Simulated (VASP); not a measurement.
**Co (hcp): computed properties**

These are LDA (Ceperley-Alder, Perdew-Zunger), VASP's LDA PAW potentials (set 64) (plane waves; VASP 6.6.1) values and carry that method's errors.

```
Property                                                                                 Result
----------------------------------  -----------------------------------------------------------
space group                                                                      P6_3/mmc (194)
cell                                a = b = 2.4243 Å, c = 3.9089 Å, α = β = 90.00°, γ = 120.00°
volume per atom                                                                   9.95 Å^3/atom
band gap (over mesh and band path)                     none (metal, semimetal or under 0.01 eV)
cell moment                                                                             2.95 μB
band gap with spin-orbit coupling                                               none (metallic)
density                                                                              9.84 g/cm³
```

```yaml
crystal:
  lattice:
    - [1.21215, -2.09950, 0.00000]
    - [1.21215, 2.09950, 0.00000]
    - [0.00000, 0.00000, 3.90891]
  atoms:
    - { symbol: Co, position: [0.33333, 0.66667, 0.25000], spin: 1.5 }
    - { symbol: Co, position: [0.66667, 0.33333, 0.75000], spin: 1.5 }
```

Measured: a 2.507 Å at 293 K (computed value off by -3.3 %), c 4.070 Å at 293 K (computed value off by -4.0 %), as given by Wikipedia, Cobalt (infobox). The calculation is for a static lattice, while the measured a, c hold thermal and zero-point effects, which are part of the difference.

The compound is Co in the hcp structure. It was relaxed first, which changed the volume by -10 %. Symmetry was kept, so distortions that lower it aren't found.
